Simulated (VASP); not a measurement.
Computed with PBEsol GGA, VASP's PBE PAW potentials (set 64) (plane waves; VASP).

VASP input:

**KPOINTS**
```
Automatic mesh
0
Gamma
6 6 5
0 0 0
```

### INCAR
```
SYSTEM = HfNi
PREC = Accurate
ENCUT = 300
EDIFF = 1E-6
NELM = 100
ALGO = Normal
LREAL = .FALSE.
LASPH = .TRUE.
ISMEAR = -1
SIGMA = 0.1
GGA = PS
LMAXMIX = 6
LWAVE = .FALSE.
LCHARG = .FALSE.
ISIF = 2
```

**POSCAR**
```
HfNi
1.0
  1.6009300000  -4.9169400000   0.0000000000
  1.6009300000   4.9169400000   0.0000000000
  0.0000000000   0.0000000000   4.0348900000
Hf Ni
2 2
Cart
  1.5999358225  -3.5392674983   3.0068363420
  1.6138350967   3.5200324291   1.0053937157
  1.5777885568  -0.8251952894   3.0502275491
  1.6121621249   0.8444254417   1.0073223932
```

POTCAR, in this order: Hf_pv Ni (PBE.64 set). Program: vasp_std.

At this cut-off the stress carries a Pulay error, which pulls relaxed volumes low. Unless said otherwise, spin-orbit coupling is left out, though it shifts the bands of the heavy elements here.

Question: Estimate the energy per atom (σ→0), pressure, largest force, band gap (on the k-mesh).

Answer: 
The energy per atom (σ→0) is -8.847 eV/atom, the band gap (on the k-mesh) is none (metal, semimetal or under 0.01 eV) and the pressure comes out as -2.97 GPa. The largest force comes out as 0.297 eV/Å.

File OSZICAR:
```
...
DAV:  19    -0.354293719387E+02    0.15905E-02   -0.29876E-03  6672   0.478E-01    0.565E-01
DAV:  20    -0.354290856093E+02    0.28633E-03   -0.70697E-04  6912   0.244E-01    0.220E-01
DAV:  21    -0.354290576075E+02    0.28002E-04   -0.32730E-05  6552   0.587E-02    0.168E-01
DAV:  22    -0.354290033535E+02    0.54254E-04   -0.14537E-04  6856   0.121E-01    0.698E-02
DAV:  23    -0.354290030397E+02    0.31380E-06   -0.11397E-05  4824   0.194E-02    0.489E-02
DAV:  24    -0.354290015480E+02    0.14917E-05   -0.51658E-06  4856   0.217E-02    0.270E-02
DAV:  25    -0.354290014754E+02    0.72615E-07   -0.16714E-06  3248   0.885E-03
   1 F= -.35429001E+02 E0= -.35386576E+02  d E =-.848519E-01
```

The structure comes from a computed database's HfNi entry; how it stands against other phases isn't given here. The cell was not relaxed at this level, atoms are displaced from their ideal sites. The k-mesh is coarse (spacing up to 0.34 per Å, 2π included), so the numbers may not be converged in it. The run is not spin-polarised, so no magnetic state was tried.
